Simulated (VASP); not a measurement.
Consider the following.

```
CELL_PARAMETERS angstrom
      1.65791    -2.87159     0.00000
      1.65791     2.87159     0.00000
      0.00000     0.00000    13.65260
ATOMIC_POSITIONS crystal
  W  0.33333 0.66667 0.25000
  W  0.66667 0.33333 0.75000
  Se 0.33333 0.66667 0.87187
  Se 0.66667 0.33333 0.37187
  Se 0.66667 0.33333 0.12813
  Se 0.33333 0.66667 0.62813
```

These are r2SCAN meta-GGA, VASP's PBE PAW potentials (set 64) (plane waves; VASP) values and carry that method's errors. Run with 400 eV cut-off, 14×14×3 Γ-centred mesh, Gaussian smearing of 0.010 eV, potentials W_sv Se.

**Question.** What does the run give for the energy per atom (σ→0)?

**Answer.** 
energy per atom (σ→0): -27.265 eV/atom

Total energies compare only between runs with the same potentials, cut-off and functional.

The compound is WSe2 in the 2H layered structure. It was relaxed first, which changed the volume by +8 %.
